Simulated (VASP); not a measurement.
**In2GeO4: relaxation of cell and atoms with PBE**

Crystal: In2GeO4.

```
In Ge O
1.0
    -2.01680    2.01680    7.07456
     2.01680   -2.01680    7.07456
     2.01680    2.01680   -7.07456
In Ge O
2 1 4
Direct
  0.13680 0.13680 0.00000
  0.86320 0.86320 0.00000
  0.50000 0.50000 0.00000
  0.32751 0.32751 0.00000
  0.67249 0.67249 0.00000
  0.50000 0.00000 0.50000
  0.00000 0.50000 0.50000
```

The cell was built by a generator and needn't be a form met in nature.

- Program: VASP 6.6.1
- Task: relaxation of cell and atoms
- Functional: PBE
- Potentials or basis: VASP PAW PBE potentials, release 64 (In_d, Ge_d, O)
- Cutoff: 520 eV
- k mesh: 5 × 5 × 5
- Occupations: gaussian, width 0.15 eV
- Spin: no spin polarisation
- Further INCAR settings: PREC = Normal; ALGO = Fast; EDIFF = 0.0001; IBRION = 2; EDIFFG = -0.08; NSW = 24; ISIF = 3

```
Relaxed volume                         : 12.72 Å³/atom
Relaxed cell                           : a = 6.689 Å, b = 6.689 Å, c = 6.689 Å, α = 146.87°, β = 146.87°, γ = 47.55°
Space group after relaxing (to 0.05 Å) : I4/mmm (No. 139)
Energy gained by relaxing              : 361.8 meV/atom
Ionic steps                            : 11
Pressure after relaxing                : 0.2 GPa
Largest force after relaxing           : 0.042 eV/Å
Band gap on the k mesh                 : none (metal or under the smearing width)
```

Forces in eV/Å, atoms in the order of the input:
```
In   0.000  0.000 -0.027
In   0.000  0.000  0.027
Ge   0.000  0.000  0.000
O    0.000  0.000  0.042
O    0.000  0.000 -0.042
O    0.000  0.000  0.000
O    0.000  0.000  0.000
```

Stress tensor (GPa, compression positive):
```
 0.33  0.00  0.00
 0.00  0.33  0.00
 0.00  0.00 -0.01
```

The path:
| step | energy change (eV) | largest force (eV/Å) | pressure (GPa) | volume (Å³) |
| --- | --- | --- | --- | --- |
| 1 | 0.0000 | 1.2276 | -16.50 | 115.10 |
| 2 | -2.0439 | 1.7600 | 1.83 | 89.12 |
| 3 | -2.0504 | 1.7602 | 2.94 | 88.26 |
| 4 | -2.4810 | 0.4317 | 3.84 | 86.78 |
| 5 | -2.4960 | 0.1189 | 4.14 | 86.46 |
| 6 | -2.5197 | 0.1389 | -2.74 | 90.72 |
| 7 | -2.5314 | 0.1153 | -0.55 | 89.17 |
| 8 | -2.5313 | 0.1150 | 0.91 | 88.88 |
| 9 | -2.5315 | 0.1138 | -0.41 | 89.07 |
| 10 | -2.5314 | 0.1075 | 0.26 | 88.98 |
| 11 | -2.5328 | 0.0421 | 0.22 | 89.03 |

Final structure:
```
CELL_PARAMETERS angstrom
-1.90680 1.90680 6.12134
1.90680 -1.90680 6.12134
1.90680 1.90680 -6.12134
ATOMIC_POSITIONS crystal
In 0.15050 0.15050 0.00000
In 0.84950 0.84950 0.00000
Ge 0.50000 0.50000 0.00000
O 0.33931 0.33931 0.00000
O 0.66069 0.66069 0.00000
O 0.50000 0.00000 0.50000
O 0.00000 0.50000 0.50000
```

Levels at points of the mesh, in eV from the Fermi level:
```csv
k point,band 28,band 29,band 30,band 31,band 32,band 33,band 34,band 35,band 36,band 37
"(0.00, 0.00, 0.00)",-3.43,-3.33,-3.33,-3.08,-3.08,-0.22,0.35,3.73,6.58,6.58
```

Wall time 11 min on 1 thread of Intel(R) Xeon(R) 6975P-C (Granite Rapids) (shared host), peak memory 0.39 GiB.

Caveat: the k mesh is coarse (spacing up to 0.44 Å⁻¹), so the values aren't converged; the volume moved by over 15 % at a fixed basis, so the end points are rough; the relaxation stopped at a loose force limit of 0.08 eV/Å, so its end isn't a converged minimum.
